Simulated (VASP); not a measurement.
An input for Quantum ESPRESSO's pw.x (written as the equivalent of a VASP run, and not itself run):

```
&CONTROL
  calculation = 'scf'
  pseudo_dir = './pseudo'
  outdir = './out'
  tprnfor = .true.
  tstress = .true.
/
&SYSTEM
  ibrav = 0
  nat = 4
  ntyp = 1
  ecutwfc = 110
  occupations = 'smearing'
  smearing = 'gaussian'
  degauss = 0.003675
  input_dft = 'pbe'
/
&ELECTRONS
  conv_thr = 7.3e-08
  electron_maxstep = 100
/
ATOMIC_SPECIES
  La 138.905 La.upf
CELL_PARAMETERS angstrom
     1.8850000   -3.2649160    0.0000000
     1.8850000    3.2649160    0.0000000
     0.0000000    0.0000000   12.1600000
ATOMIC_POSITIONS crystal
  La   0.0000000  0.0000000  0.5000000
  La   0.0000000  0.0000000  0.0000000
  La   0.3333330  0.6666670  0.2500000
  La   0.6666670  0.3333330  0.7500000
K_POINTS automatic
  1 1 1 0 0 0
```

Write the VASP files for the same calculation (PBE).

One answer among several that fit: 
**KPOINTS**
```
Automatic mesh
0
Gamma
1 1 1
0 0 0
```

### POSCAR
```
La
1.0
  1.8850000000  -3.2649160000   0.0000000000
  1.8850000000   3.2649160000   0.0000000000
  0.0000000000   0.0000000000  12.1600000000
La
4
Direct
  0.0000000000   0.0000000000   0.5000000000
  0.0000000000   0.0000000000   0.0000000000
  0.3333330000   0.6666670000   0.2500000000
  0.6666670000   0.3333330000   0.7500000000
```

### INCAR
```
! general
SYSTEM  = La
PREC    = Accurate
ENCUT   = 400
LREAL   = .FALSE.
LASPH   = .TRUE.

! electronic loop
EDIFF   = 1E-6
NELM    = 100
ALGO    = Normal
LMAXMIX = 6

! smearing
ISMEAR  = 0
SIGMA   = 0.05

! functional
GGA     = PE

! ions
ISIF    = 2

! output
LWAVE   = .FALSE.
LCHARG  = .FALSE.
```

POTCAR, in this order: La (PBE.64 set). Program: vasp_std.

Limits of the translation: the potentials are each code's own (VASP's PAW set, PseudoDojo norm-conserving files in pw.x), so ENCUT and ecutwfc are chosen apart and not converted; conv_thr bounds pw.x's estimated SCF error, while EDIFF bounds the energy change between steps.

The compound is La in the dhcp structure. The cell was not relaxed at this level. The k-mesh is coarse (spacing up to 1.92 per Å, 2π included), so the numbers may not be converged in it.
